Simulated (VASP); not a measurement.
Input for VASP

INCAR:
```
SYSTEM  =  BaGe3Pt
PREC  =  Accurate; ENCUT  =  300; LREAL  =  .False.
LASPH  =  .True.
EDIFF  =  1E-6; NELM  =  100; ALGO  =  Normal
LMAXMIX  =  6
ISMEAR  =  -1; SIGMA  =  0.05
GGA  =  PS; GGA_COMPAT  =  .False.
MAGMOM  =  15*0.0; LSORBIT  =  .True.; LNONCOLLINEAR  =  .True.
ISIF  =  2
LWAVE  =  .False.; LCHARG  =  .False.; LORBIT  =  11
```

File POSCAR:
```
BaGe3Pt
1
   -2.2818000000     2.2818000000     5.1170500000
    2.2818000000    -2.2818000000     5.1170500000
    2.2818000000     2.2818000000    -5.1170500000
Ba Pt Ge
1 1 3
Direct
  0.0000000000   0.0000000000   0.0000000000
  0.6479000000   0.6479000000   0.0000000000
  0.4004000000   0.4004000000   0.0000000000
  0.7537000000   0.2537000000   0.5000000000
  0.2537000000   0.7537000000   0.5000000000
```

### KPOINTS
```
Automatic mesh
0
Gamma
6 6 6
0 0 0
```

POTCAR, in this order: Ba_sv Pt Ge_d (PBE.64 set). Program: vasp_ncl.

Q: Translate this PBEsol+SOC calculation to Ansatz.

A: One equivalent input (not run):
Ansatz 0.2 input:
```yaml
crystal:
  lattice:
    - [-2.2818000, 2.2818000, 5.1170500]
    - [2.2818000, -2.2818000, 5.1170500]
    - [2.2818000, 2.2818000, -5.1170500]
  atoms:
    - { symbol: Ba, position: [0.0000000, 0.0000000, 0.0000000] }
    - { symbol: Pt, position: [0.6479000, 0.6479000, 0.0000000] }
    - { symbol: Ge, position: [0.4004000, 0.4004000, 0.0000000] }
    - { symbol: Ge, position: [0.7537000, 0.2537000, 0.5000000] }
    - { symbol: Ge, position: [0.2537000, 0.7537000, 0.5000000] }
kpoints:
  mp_grid: { grid: [6, 6, 6] }
hamiltonian:
  xc: pbesol
  pseudopotentials: { kind: paw }
magnetization: { noncollinear: true, spin_orbit: true }
scf:
  occupations: { method: fermi_dirac, width: 0.05 }
  max_iter: 100
output: { forces: true, stress: true, eigenvalues: true }
```
Limits of the translation: each code has its own PAW files, so the cut-off isn't converted (ENCUT is set for VASP's; basis.ecutwfc is left out, and Ansatz then takes the one that its files recommend); Ansatz stops its SCF on the density residual and VASP on the energy change (EDIFF).

The structure comes from a measured BaGe3Pt entry of the Crystallography Open Database, whose conditions weren't checked. The cell was not relaxed at this level. The k-mesh is coarse (spacing up to 0.32 per Å, 2π included), so the numbers may not be converged in it. The run is one of a series of settings (GGA_COMPAT = .FALSE., LNONCOLLINEAR = .TRUE., LSORBIT = .TRUE., MAGMOM = 0.0 0.0 0.0 0.0 0.0 0.0 0.0 0.0 0.0 0.0 0.0 0.0 0.0 0.0 0.0, program vasp_ncl against the base run), some of them coarse on purpose.
